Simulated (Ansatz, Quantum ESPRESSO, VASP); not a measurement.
One structure in several programs: Tc3N (P-6m2, 4 atoms in the cell)

Self-consistent single point, at a second geometry (lattice scaled by 0.98). First geometry:

```
Tc3N
1.0
    2.79779     0.00000     0.00000
   -1.39889     2.42296     0.00000
    0.00000     0.00000     7.03934
Tc N
3 1
Direct
  0.00000   0.00000   0.50000
  0.66667   0.33333   0.80333
  0.66667   0.33333   0.19667
  0.00000   0.00000   0.00000
```

Shared settings, as Ansatz (a quantum-chemistry and plane-wave program) writes them: kpoints.mp_grid.grid = 14 14 5; scf.occupations.method = gaussian; scf.occupations.width = 0.0037 Ry. Potentials and cutoffs stand in the table.

| code | model | ΔF from the first geometry (meV/atom) | pressure (GPa) | largest force (eV/Å) | cutoff |
|---|---|---|---|---|---|
| Quantum ESPRESSO | PBEsol, GBRV 1.5 ultrasoft (PBESOL) pseudopotentials | 22.2 | 17.23 | 0.030 | 40 Ry |
| Ansatz | PBEsol, default PAW files made with PBE | 23.2 | 17.81 | 0.027 | default |
| VASP | PBEsol, VASP's PBE PAW potentials (set 64) | 20.8 | 14.36 | 0.037 | 400 eV |

For VASP (by 2.8 GPa) the energy change implies a higher mean pressure, against the two pressures, than for the other programs: a sign of finite-basis (Pulay) stress.

On Ansatz's run: spin polarisation is off.

The spread over the programs that give each value: ΔF from the first geometry within 2.4 meV/atom; pressure within 3.45 GPa; largest force within 0.010 eV/Å.

Ansatz's pressure is given at a fixed set of plane waves, as the other plane-wave codes print theirs. In the pressure, VASP (by 2.87) lies more than 1 GPa from the median of the plane-wave programs.

VASP's run is marked for a possible Pulay error in its stress at this cutoff; no cutoff test was made.

The starting cell comes from a database of computed structures (which also holds hypothetical and non-ambient phases and stackings), without a prior relaxation at this level. For this run, on top of that: lattice scaled by 0.98.

Left out of this page: ABINIT, Elk, FLEUR and SIESTA (not drawn, or without a comparable value).

Keys are those of Ansatz 0.2.
